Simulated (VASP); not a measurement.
Here is the system:

```xyz
2
Lattice="2.8657 0.0000 0.0000 0.0000 2.8657 0.0000 0.0000 0.0000 2.8657" Properties=species:S:1:pos:R:3 pbc="T T T"
Cr     0.0000     0.0000     0.0000
Cr     1.4328     1.4328     1.4328
```
Starting moments (μB, in the order of the record's atoms Cr Cr): 1.0 -1.0.

Calculation: PBE GGA, VASP's PBE PAW potentials (set 64) (plane waves; VASP). Run with 500 eV cut-off, 13×13×13 Γ-centred mesh, first-order Methfessel-Paxton smearing of 0.10 eV, potentials Cr_pv.

Energy and stress use the plane-wave basis of the starting cell.

Question: The ions, cell shape and volume at an external pressure of 5.0 GPa are relaxed. Predict the relaxed structure.

Answer: 
```xyz
2
Lattice="2.8420 0.0000 0.0000 0.0000 2.8420 0.0000 0.0000 0.0000 2.8420" Properties=species:S:1:pos:R:3 pbc="T T T"
Cr     0.0000     0.0000     0.0000
Cr     1.4210     1.4210     1.4210
```
Space group Im-3m (229), at a tolerance of 0.03 Å. The cell ends with 0.00 μB, on the sites 0.96 -0.96 μB.

Question: How do energy and volume change from the first to the last step?

Answer: The energy (σ→0) changes by +4.4 meV/atom and the volume by -2.5 %, in 3 ionic steps.

The compound is Cr in the bcc, AFM order structure. This run relaxes it under an external pressure of 5 GPa. Symmetry was kept, so distortions that lower it aren't found.
